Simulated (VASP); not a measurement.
These are HSEsol screened hybrid, VASP's PBE PAW potentials (set 64) (plane waves; VASP 6.6.1) values and carry that method's errors.

A VASP calculation is set up with these files.

### KPOINTS
```
Automatic mesh
0
Gamma
6 6 6
0 0 0
```

INCAR:
```
EDIFF = 1E-6   # SCF stop (eV)
SIGMA = 0.05
LWAVE = F
LREAL = F
LHFCALC = T
ISMEAR = 0   # Gaussian
NELM = 60   # most electronic steps
LMAXMIX = 4   # l cut-off of mixed one-centre charges
GGA = PS   # PBEsol
PRECFOCK = Fast
LASPH = T   # aspherical one-centre terms
LCHARG = F
ISYM = 3
PREC = Accurate
AEXX = 0.25
SYSTEM = ZnSe
ALGO = Normal
HFSCREEN = 0.2   # 1/Angstrom
ENCUT = 520   # plane-wave cut-off (eV)
ISIF = 2   # forces and stress, cell fixed
```

POSCAR:
```
ZnSe
1
    0.0000000000     2.8982654374     2.8982654374
    2.8982654374     0.0000000000     2.8982654374
    2.8982654374     2.8982654374     0.0000000000
Zn Se
1 1
Direct
  1.0000000000   0.0000000000   1.0000000000
  0.2500000000   0.2500000000   0.2500000000
```

POTCAR, in this order: Zn Se (PBE.64 set). Program: vasp_std. Read from the step before: WAVECAR.

The run wrote:

File OSZICAR:
```
       N       E                     dE             d eps       ncg     rms          rms(c)
DAV:   1    -0.789134503447E+01   -0.78913E+01   -0.62128E-01   587   0.228E+01    0.176E+00
DAV:   2    -0.788298728224E+01    0.83578E-02   -0.14782E-01   491   0.782E+00    0.924E-01
DAV:   3    -0.788320336381E+01   -0.21608E-03   -0.13663E-02   501   0.191E+00    0.560E-01
DAV:   4    -0.788295844908E+01    0.24491E-03   -0.92889E-04   461   0.393E-01    0.321E-01
DAV:   5    -0.788285836978E+01    0.10008E-03   -0.12342E-04   519   0.126E-01    0.179E-01
DAV:   6    -0.788283129897E+01    0.27071E-04   -0.28534E-05   446   0.539E-02    0.973E-02
DAV:   7    -0.788282090226E+01    0.10397E-04   -0.44413E-06   436   0.235E-02    0.526E-02
DAV:   8    -0.788281709520E+01    0.38071E-05   -0.16367E-06   406   0.111E-02    0.279E-02
DAV:   9    -0.788281573689E+01    0.13583E-05   -0.55851E-07   218   0.638E-03    0.151E-02
DAV:  10    -0.788281530641E+01    0.43048E-06   -0.25990E-07   218   0.446E-03
   1 F= -.78828153E+01 E0= -.78828153E+01  d E =-.158489E-17
```

**OUTCAR**
```
------------------------ aborting loop because EDIFF is reached ----------------------------------------
  FORCE on cell =-STRESS in cart. coord.  units (eV):
  Direction    XX          YY          ZZ          XY          YZ          ZX
  --------------------------------------------------------------------------------------
  Total       -1.4853990     -1.4853990     -1.4853990      0.0000000      0.0000000      0.0000000
  in kB      -48.8775300    -48.8775300    -48.8775300      0.0000000      0.0000000      0.0000000
  external PRESSURE =     -48.8775300 kB  Pullay stress =       0.0000000 kB
  volume of cell :       48.69
      direct lattice vectors                 reciprocal lattice vectors
     0.000000000  2.898265437  2.898265437    -0.172516980  0.172516980  0.172516980
     2.898265437  0.000000000  2.898265437     0.172516980 -0.172516980  0.172516980
     2.898265437  2.898265437  0.000000000     0.172516980  0.172516980 -0.172516980
  FREE ENERGIE OF THE ION-ELECTRON SYSTEM (eV)
  ---------------------------------------------------
  free  energy   TOTEN  =        -7.8828153064 eV

  energy  without entropy=       -7.8828153064  energy(sigma->0) =       -7.88281531

  exchange ACFDT corr.  =         0.00000000  see jH, gK, PRB 81, 115126
```
(Selected blocks of OUTCAR.)

File OUTCAR:
```
 val. band max:        0.3222929849   @ k =   0.0000   0.0000   0.0000

 cond. band min:       2.3019505046   @ k =   0.0000   0.0000   0.0000


 Fermi energy:         0.6101346750

 k-point     1 :       0.0000    0.0000    0.0000
  band No.  band energies     occupation
      1     -13.6677      2.00000
      2      -7.7018      2.00000
      3      -7.7018      2.00000
      4      -7.7018      2.00000
      5      -7.4258      2.00000
      6      -7.4258      2.00000
      7       0.3223      2.00000
      8       0.3223      2.00000
      9       0.3223      2.00000
     10       2.3020      0.00000
     11       7.2126      0.00000
     12       7.2126      0.00000
     13       7.2126      0.00000

 k-point     2 :       0.1667    0.0000    0.0000
  band No.  band energies     occupation
      1     -13.4990      2.00000
      2      -7.6814      2.00000
      3      -7.6814      2.00000
      4      -7.6617      2.00000
      5      -7.4270      2.00000
      6      -7.4270      2.00000
      7      -1.5627      2.00000
      8       0.0863      2.00000
      9       0.0863      2.00000
     10       3.6032      0.00000
     11       7.1513      0.00000
     12       7.6078      0.00000
     13       7.6078      0.00000

 k-point     3 :       0.3333    0.0000    0.0000
  band No.  band energies     occupation
      1     -13.1267      2.00000
      2      -7.6469      2.00000
      3      -7.6469      2.00000
      4      -7.4825      2.00000
      5      -7.4220      2.00000
      6      -7.4220      2.00000
      7      -3.7939      2.00000
      8      -0.3214      2.00000
      9      -0.3214      2.00000
     10       3.8622      0.00000
     11       7.8604      0.00000
     12       7.8604      0.00000
     13       8.7227      0.00000

 k-point     4 :       0.5000    0.0000    0.0000
  band No.  band energies     occupation
      1     -12.9191      2.00000
      2      -7.6339      2.00000
      3      -7.6339      2.00000
...
```

The compound is ZnSe in the zinc blende structure. This cell is one point of a volume scan, at 1.03 of the reference volume. The cell's shape comes from a PBE relaxation.
